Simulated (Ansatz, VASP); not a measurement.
# Si126As (amorphous Si) in two plane-wave programs, part 3 of 3

Aim: how closely do two programs agree when they are given the same cell, functional and k mesh? The structure shown is the start of the Ansatz relaxation below; VASP solves that cell, so the two are compared at the walk's first step.

VASP 6.6.1 and Ansatz 0.2.0.

So far. Step 6 (VASP: single point, PBE, start cell, pair 2): The run ends at a pressure of -0.66 GPa, with forces up to 0.69 eV/Å.

## 9. VASP: single point, PBE, start cell, pair 3

Level of this step: PBE; plane waves and PAW (Si, As) (VASP).

The same cell, functional, mesh and smearing now go to VASP, with its own data sets.

INCAR reads:

```
SYSTEM = Si126As
PREC = Accurate
ENCUT = 400
EDIFF = 1E-06
NELM = 120
ISMEAR = 0
SIGMA = 0.05
LREAL = Auto
ALGO = Normal
GGA = PE
NBANDS = 352
LORBIT = 11
LWAVE = .FALSE.
LCHARG = .FALSE.
ISIF = 2
LASPH = .TRUE.
GGA_COMPAT = .FALSE.
NCORE = 4
```

POSCAR reads:

```
Si126As
1.0
   13.7871000000      0.0000000000      0.0000000000
    0.0000000000     13.7871000000      0.0000000000
    0.0000000000      0.0000000000     13.7871000000
Si As
126 1
Direct
    0.3207998781      0.0349312038      0.4015565275
    0.1321670257      0.4104416447      0.7464368867
[... 1 atom line left out ...]
    0.3975092659      0.3613885444      0.1270898158
[... 4 atom lines left out ...]
    0.3853602280      0.0171972351      0.9308919207
[... 3 atom lines left out ...]
    0.8199984043      0.3053071349      0.1765273335
    0.9875608359      0.4616489327      0.9916806290
[... 6 atom lines left out ...]
    0.4412312959      0.4570866970      0.8424686845
    0.7498893894      0.2776000754      0.9310805028
[... 3 atom lines left out ...]
    0.8606523489      0.1413132566      0.2226501585
    0.8899696093      0.2028925590      0.7286884116
[... 5 atom lines left out ...]
    0.6001189518      0.8036788012      0.9663526050
[... 5 atom lines left out ...]
    0.5757120787      0.5411217733      0.8966715263
    0.8770082178      0.1681426841      0.8915435443
    0.5450819969      0.9588020686      0.9057524788
[... 2 atom lines left out ...]
    0.6155971887      0.1387673985      0.6862501904
[... 1 atom line left out ...]
    0.5729268664      0.9685212989      0.7327791921
[... 2 atom lines left out ...]
    0.7581507351      0.5342167678      0.0746567443
    0.4902191179      0.9424316934      0.2061709859
[... 1 atom line left out ...]
    0.4305909147      0.0954370390      0.2542594164
[... 2 atom lines left out ...]
    0.6504703672      0.9689709946      0.1469126937
    0.6400765933      0.2707821079      0.7936694446
    0.7593329997      0.9947124486      0.7180480304
[... 2 atom lines left out ...]
    0.7511006666      0.8335980736      0.1692306576
[... 1 atom line left out ...]
    0.4122621871      0.3397016051      0.3775630843
[... 3 atom lines left out ...]
    0.4822478984      0.2947392853      0.8605870705
    0.4678721413      0.2496971807      0.0207367757
[... 1 atom line left out ...]
    0.7024827556      0.5231266909      0.7774803983
[... 2 atom lines left out ...]
    0.8334530104      0.3912497915      0.0284033626
[... 1 atom line left out ...]
    0.7152918308      0.0658731713      0.2710794873
[... 2 atom lines left out ...]
    0.9721913963      0.0043881599      0.1761066504
    0.5854022963      0.1739669691      0.3035736304
[... 1 atom line left out ...]
    0.5588702483      0.2666768211      0.4451915196
    0.8854001204      0.8928708720      0.9297096561
[... 1 atom line left out ...]
    0.5394825598      0.4344931131      0.1841576546
    0.7080676865      0.3824009400      0.6788664766
[... 6 atom lines left out ...]
    0.6574769168      0.0496986313      0.9967215731
[... 1 atom line left out ...]
    0.5936926547      0.5456767558      0.0657426145
    0.6473297503      0.2942025517      0.1951679468
[... 7 atom lines left out ...]
    0.3865932647      0.1099796186      0.0743085928
    0.8925299737      0.4222715437      0.2793988584
[... 3 atom lines left out ...]
    0.3197771830      0.2631010147      0.2416534297
[... 1 atom line left out ...]
    0.3396435799      0.2448012998      0.7901734230
[... 9 atom lines left out ...]
    0.2335081344      0.1559283678      0.1284316499
    0.7890419305      0.0249363535      0.8859731198
[... 3 atom lines left out ...]
    0.0409875898      0.1284969283      0.9391677728
    0.4845906681      0.4891311443      0.3379971132
[... 1 atom line left out ...]
    0.6342885741      0.2152084195      0.0419305003
```

KPOINTS reads:

```
Automatic mesh
0
Gamma
1 1 1
0 0 0
```

Potentials, in the order of the species: Si and As (PBE family, release 64).

Started as:

```
$ mpirun -np 16 vasp_gam
```

Numbers of over 12 decimals in the logs are rounded to 6 here.

The log of the run:

```text
[... set-up lines as in an earlier step ...]
 entering main loop
       N       E                     dE             d eps       ncg     rms          rms(c)
DAV:   1     0.215592075090E+04    0.21559E+04   -0.18713E+05   704   0.103E+03
DAV:   2    -0.397121808951E+03   -0.25530E+04   -0.23709E+04   896   0.194E+02
DAV:   3    -0.667099170858E+03   -0.26998E+03   -0.26360E+03   888   0.566E+01
DAV:   4    -0.675263374677E+03   -0.81642E+01   -0.80897E+01   872   0.118E+01
[...]
DAV:  17    -0.662481622330E+03   -0.12901E-05   -0.73987E-07   536   0.127E-03    0.299E-03
DAV:  18    -0.662481623386E+03   -0.10557E-05   -0.10587E-06   504   0.134E-03    0.114E-03
DAV:  19    -0.662481623590E+03   -0.20425E-06   -0.13321E-07   424   0.536E-04
   1 F= -.66248162E+03 E0= -.66246752E+03  d E =-.282119E-01
```

Parts of OUTCAR (step 9):

```text
  FREE ENERGIE OF THE ION-ELECTRON SYSTEM (eV)
  ---------------------------------------------------
  free  energy   TOTEN  =      -662.4816235900 eV

  energy  without entropy=     -662.4534116921  energy(sigma->0) =     -662.46751764
```

The run ends at a pressure of -0.65 GPa, with forces up to 0.83 eV/Å.

## 10. Comparison

What differs besides the data sets and the points named for the pairs above, as far as they apply: the data sets hold 519 valence electrons in Ansatz (on its default PAW (the set named soft_2) files) and 509 in VASP. Total energies have different zeros and are not compared.

Forces on 7 of the 127 atoms, those with the largest forces and the largest differences (eV/Å; atoms numbered as in POSCAR):

```csv
atom,"Ansatz x, y, z","VASP x, y, z"
Si22,"0.456, 0.252, -0.531","0.475, 0.261, -0.546"
Si46,"0.285, 0.068, -0.224","0.286, 0.068, -0.223"
Si57,"-0.072, -0.179, 0.094","-0.072, -0.177, 0.095"
Si67,"-0.707, 0.101, -0.282","-0.730, 0.106, -0.286"
Si91,"0.095, -0.794, -0.070","0.099, -0.819, -0.075"
Si94,"0.109, 0.271, 0.580","0.110, 0.277, 0.599"
Si120,"0.140, 0.150, -0.164","0.142, 0.152, -0.162"
```

The forces differ by 3.4 meV/Å r.m.s., which is 3.6 % of the r.m.s. force of 0.093 eV/Å (both taken over all components).

## 11. Summary of results

```json
{"r.m.s. force difference (single point, PBE, start cell, pair 1)": "3.7 meV/Å", "r.m.s. force difference (single point, PBE, start cell, pair 2)": "4.3 meV/Å", "r.m.s. force difference (single point, PBE, start cell, pair 3)": "3.4 meV/Å"}
```

What this shows: The r.m.s. force difference is 4.3 meV/Å (single point, PBE, start cell, pair 2), within the 12 meV/Å picked in this series as the mark of a large difference. The data sets hold unlike numbers of valence electrons (519 in Ansatz and 509 in VASP), so part of the differences comes from the potentials. 4 further runs of this series are not shown here. Such differences can come from data sets, numerical settings and the points named under the comparisons, not from the functional's error against experiment.

[Lines on the potential files, build, host, timing and source positions are cut from VASP's logs without a mark.]

[Logs are printed without paths, hosts, clocks, repeated set-up lines and the standing remarks that a program may print on its own settings, such as how far it seeks lower states.]

[Hosts, paths, dates, database ids (printed as entryN), source tags and the programs' standing remarks are cut or masked in the printed files.]
